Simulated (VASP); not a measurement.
Crystal: NiMoIrPdW.

```
CELL_PARAMETERS angstrom
4.11705 0.00000 0.00000
-2.05853 3.56547 0.00000
0.00000 0.00000 5.44580
ATOMIC_POSITIONS crystal
Ni 0.00000 0.00000 0.95775
Mo 0.66667 0.33333 0.96161
Pd 0.66667 0.33333 0.46295
Ir 0.33333 0.66667 0.72572
W 0.33333 0.66667 0.23642
```

The cell was built by a generator and needn't be a form met in nature.

```yaml
Program: VASP 6.6.1
Task: relaxation of cell and atoms
Functional: PBE
Dispersion: D3
Potentials_or_basis: VASP PAW PBE potentials, release 64 (Ni, Mo_sv, Pd, Ir, W_sv)
Cutoff: 600 eV
k_mesh: 8 × 8 × 5
Occupations: fermi-dirac, width 0.05 eV
Spin: collinear spin, ferromagnetic start
Starting_moments: "[1.0, 1.0, 0.0, 0.6, 0.0] μB"
```

At the start: pressure -7.3 GPa; volume 15.99 Å³/atom.

Problem. Where does the relaxation end?

Solution. Over 9 steps the energy falls by 12.4 meV/atom and the volume is 15.47 Å³/atom (-3.2 %); space group P3m1 (No. 156, to 0.05 Å); moment 0.00 μB per cell.

Step by step:
| step | energy change (eV) | largest force (eV/Å) | pressure (GPa) | volume (Å³) |
| --- | --- | --- | --- | --- |
| 1 | 0.0000 | 0.0832 | -7.27 | 79.94 |
| 2 | 0.2908 | 0.4230 | 21.80 | 71.84 |
| 3 | -0.0608 | 0.1801 | -0.19 | 77.45 |
| 4 | -0.0609 | 0.1826 | -0.04 | 77.39 |
| 5 | -0.0608 | 0.1855 | 0.10 | 77.34 |
| 6 | -0.0619 | 0.0426 | 0.15 | 77.32 |
| 7 | -0.0620 | 0.0206 | 0.17 | 77.31 |
| 8 | -0.0619 | 0.0135 | -0.35 | 77.48 |
| 9 | -0.0620 | 0.0174 | -0.06 | 77.37 |

Final structure:
```
Ni Mo Pd Ir W
1.0
     4.07481    0.00001    0.00000
    -2.03740    3.52889    0.00000
     0.00000    0.00000    5.38063
Ni Mo Pd Ir W
1 1 1 1 1
Direct
  0.00000 0.00000 0.95839
  0.66667 0.33333 0.96198
  0.66667 0.33333 0.46353
  0.33333 0.66667 0.72361
  0.33333 0.66667 0.23694
```

Caveat: pairwise dispersion overbinds metals, which lowers pressure and volume.
